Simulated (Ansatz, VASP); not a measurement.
**Lu2Sc3N: VASP beside Ansatz**

INCAR

```
  PREC = Accurate
  ENCUT = 520
  EDIFF = 1E-6
  ISMEAR = 0
  SIGMA = 0.1
  LREAL = F
  LASPH = T
  NELM = 60
  ALGO = Normal
  ISIF = 2
  LWAVE = F
  LCHARG = F
  GGA = PE
  NBANDS = 53
```

The input KPOINTS:

```
regular mesh
0
Gamma
  6 6 2
```

The input POSCAR:

```
Lu2Sc3N
1.0
    4.2488328400      0.0000000000      0.0000000000
   -2.1244164200      3.6795971800      0.0000000000
    0.0000000000      0.0000000000      9.2558642600
Lu Sc N
2 3 1
Direct
    0.3333333300      0.6666666700      0.2516720000
    0.3333333300      0.6666666700      0.7483280000
    0.6666666700      0.3333333300      0.5000000000
    0.0000000000      0.0000000000      0.0000000000
    0.0000000000      0.0000000000      0.5000000000
    0.6666666700      0.3333333300      0.0000000000
```

Input for Ansatz:

```yaml
crystal:
  lattice:
    - [4.24883284, 0.0, 0.0]
    - [-2.12441642, 3.67959718, 0.0]
    - [0.0, 0.0, 9.25586426]
  atoms:
    - { symbol: Lu, position: [0.33333333, 0.66666667, 0.251672] }
    - { symbol: Lu, position: [0.33333333, 0.66666667, 0.748328] }
    - { symbol: Sc, position: [0.66666667, 0.33333333, 0.5] }
    - { symbol: Sc, position: [0.0, 0.0, 0.0] }
    - { symbol: Sc, position: [0.0, 0.0, 0.5] }
    - { symbol: "N", position: [0.66666667, 0.33333333, 0.0] }
basis:
  ecutwfc: 420
kpoints:
  mp_grid: { grid: [6, 6, 2] }
hamiltonian:
  xc: pbe
scf:
  occupations: { method: gaussian, width: 0.1 }
  lower_state_search: "off"
output:
  forces: true
  stress: true
  eigenvalues: true
```

Change from the starting cell: species swapped into the Sr2Al3Ge type (P-6m2, No. 187).

Alike in both runs: task single point; functional PBE; k mesh 6 × 6 × 2; occupations gaussian, width 0.1 eV; no spin polarisation.

|  | VASP | Ansatz |
| --- | --- | --- |
| version | VASP 6.6.1 | Ansatz 0.2.0 |
| potentials or method | VASP PAW PBE potentials, release 64 (Lu, Sc_sv, N) | scalar-relativistic, plane waves, PAW |
| plane-wave cutoff (eV) | 520 | 420 |
| valence electrons in the cell | 88 | 88 |

VASP gave:

| Item | Value |
| --- | --- |
| gap on the k mesh at the Fermi level (eV) | none |
| pressure (GPa) | -4.2 |
| largest component of the traceless stress (GPa) | 1.45 |
| rms of the force components (eV/Å) | 0.026 |

**Question.** Estimate Ansatz's values.

**Answer.** gap on the k mesh at the Fermi level (eV): none; pressure (GPa): -4.3; largest component of the traceless stress (GPa): 1.54; rms of the force components (eV/Å): 0.029.

Atom by atom the forces differ by 0.003 eV/Å (rms over components). A gap of «none» marks a metal or a gap that the smearing closes. With one functional, cell and mesh, what is left measures potentials, basis and numerics.

The runs have no spin-orbit coupling, so splittings on Lu are missing.
